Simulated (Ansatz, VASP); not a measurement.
# One calculation of Hf2MgO2, two programs

File INCAR:

```
SYSTEM = Hf2MgO2
PREC = Accurate ; ENCUT = 520
EDIFF = 1E-6 ; ISMEAR = 0
SIGMA = 0.1 ; LREAL = .FALSE.
LASPH = .TRUE. ; NELM = 60
ALGO = Normal ; ISIF = 2
LWAVE = .FALSE. ; LCHARG = .FALSE.
GGA = PE ; NBANDS = 25
```

File KPOINTS:

```
regular mesh
0
G
  6 6 4
  0 0 0
```

Contents of POSCAR:

```
Hf2MgO2
1.0
    3.8283010900      0.0000000000      0.0000000000
   -1.9141505500      3.3154060000      0.0000000000
    0.0000000000      0.0000000000      7.2109503900
Mg Hf O
1 2 2
Direct
    0.0000000000      0.0000000000      0.5000000000
    0.0000000000      0.0000000000      0.1559654200
    0.0000000000      0.0000000000      0.8440345800
    0.3333333300      0.6666666700      0.5000000000
    0.6666666700      0.3333333300      0.5000000000
```

Input for Ansatz:

```yaml
crystal:
  lattice:
    - [3.82830109, 0.0, 0.0]
    - [-1.91415055, 3.315406, 0.0]
    - [0.0, 0.0, 7.21095039]
  atoms:
    - { symbol: Mg, position: [0.0, 0.0, 0.5] }
    - { symbol: Hf, position: [0.0, 0.0, 0.15596542] }
    - { symbol: Hf, position: [0.0, 0.0, 0.84403458] }
    - { symbol: O, position: [0.33333333, 0.66666667, 0.5] }
    - { symbol: O, position: [0.66666667, 0.33333333, 0.5] }
basis:
  ecutwfc: 420
kpoints:
  mp_grid: { grid: [6, 6, 4] }
hamiltonian:
  xc: pbe
scf:
  occupations: { method: gaussian, width: 0.1 }
  lower_state_search: "off"
output:
  forces: true
  stress: true
  eigenvalues: true
```

Alike in both runs: task single point; functional PBE; k mesh 6 × 6 × 4; occupations gaussian, width 0.1 eV; no spin polarisation.

```csv
,VASP,Ansatz
version,VASP 6.6.1,Ansatz 0.2.0
potentials or method,"VASP PAW PBE potentials, release 64 (Mg, Hf_pv, O)","scalar-relativistic, plane waves, PAW"
plane-wave cutoff (eV),520,420
valence electrons in the cell,34,74
```

```csv
,VASP,Ansatz,Ansatz less VASP
gap on the k mesh at the Fermi level (eV),none,none,-
pressure (GPa),5.9,6.4,+0.48
largest component of the traceless stress (GPa),32.12,32.58,+0.464
rms of the force components (eV/Å),1.782,1.864,+0.0812
```

Atom by atom the forces differ by 0.081 eV/Å (rms over components). A gap of «none» marks a metal or a gap that the smearing closes. With one functional, cell and mesh, what is left measures potentials, basis and numerics. The two sets of potentials don't hold the same shells in valence.

Caveats: forces of over 1 eV/Å show positions far from the minimum, so gaps and moduli don't describe the material at rest. The runs have no spin-orbit coupling, so splittings on Hf are missing.
